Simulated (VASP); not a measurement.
An input for Ansatz (written as the equivalent of a VASP run, and not itself run):

Ansatz 0.2 input:
```yaml
crystal:
  lattice:
    - [0.0000000, 2.6027737, 2.6027737]
    - [2.6027737, 0.0000000, 2.6027737]
    - [2.6027737, 2.6027737, 0.0000000]
  atoms:
    - { symbol: Ca, position: [1.0000000, 1.0000000, 0.0000000] }
    - { symbol: Se, position: [0.5000000, 0.5000000, 0.5000000] }
kpoints:
  mp_grid: { grid: [9, 9, 9] }
hamiltonian:
  xc: pbe
  pseudopotentials: { kind: paw }
scf:
  occupations: { method: gaussian, width: 0.05 }
  max_iter: 100
relax:
  max_steps: 40
  f_tol: 0.02
  cell: { p_target: 45 }
output: { forces: true, stress: true, eigenvalues: true }
```

Write the VASP files for the same calculation (PBE).

One answer among several that fit: 
### KPOINTS
```
Automatic mesh
0
Gamma
9 9 9
0 0 0
```

POSCAR:
```
CaSe
1
    0.0000000000     2.6027737382     2.6027737382
    2.6027737382     0.0000000000     2.6027737382
    2.6027737382     2.6027737382     0.0000000000
Ca Se
1 1
Direct
  1.0000000000   1.0000000000   0.0000000000
  0.5000000000   0.5000000000   0.5000000000
```

INCAR:
```
ALGO=Normal
EDIFF=1E-6
EDIFFG=-0.02
ENCUT=500
GGA=PE
IBRION=2
ISIF=3
ISMEAR=0
LASPH=.TRUE.
LCHARG=.FALSE.
LMAXMIX=4
LREAL=.FALSE.
LWAVE=.FALSE.
NELM=100
NSW=40
PREC=Accurate
PSTRESS=450
SIGMA=0.05
SYSTEM=CaSe
```

POTCAR, in this order: Ca_sv Se (PBE.64 set). Program: vasp_std.

The two are equivalent in intent, not identical: each code has its own PAW files, so the cut-off isn't converted (ENCUT is set for VASP's; basis.ecutwfc is left out, and Ansatz then takes the one that its files recommend); Ansatz stops its SCF on the density residual and VASP on the energy change (EDIFF).

The compound is CaSe in the rock salt structure. It was relaxed first under an external pressure of 45 GPa.
